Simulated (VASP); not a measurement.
Input:

```
CELL_PARAMETERS angstrom
      1.57070    -2.72053     0.00000
      1.57070     2.72053     0.00000
      0.00000     0.00000     5.02189
ATOMIC_POSITIONS crystal
  Tl 0.33333 0.66667 0.25000
  Tl 0.66667 0.33333 0.75000
```

These are LDA (Ceperley-Alder, Perdew-Zunger), VASP's LDA PAW potentials (set 64) (plane waves; VASP) values and carry that method's errors. Numerical set-up: 500 eV cut-off, 13×13×7 Γ-centred mesh, first-order Methfessel-Paxton smearing of 0.10 eV, potentials Tl_d.

Energy and stress use the plane-wave basis of the starting cell.

Task: The ions, cell shape and volume at an external pressure of 30.0 GPa are relaxed. Which structure does the run end with?

Result: 
```
CELL_PARAMETERS angstrom
      1.53583    -2.66014     0.00000
      1.53583     2.66014     0.00000
      0.00000     0.00000     4.92981
ATOMIC_POSITIONS crystal
  Tl 0.33333 0.66667 0.25000
  Tl 0.66667 0.33333 0.75000
```
Space group P6_3/mmc (194), at a tolerance of 0.03 Å.

Task: How do energy and volume change from the first to the last step?

Result: The energy (σ→0) changes by +203.4 meV/atom and the volume by -6.1 %, in 9 ionic steps.

The compound is Tl in the hcp structure. This run relaxes it under an external pressure of 30 GPa. Symmetry was kept, so distortions that lower it aren't found.
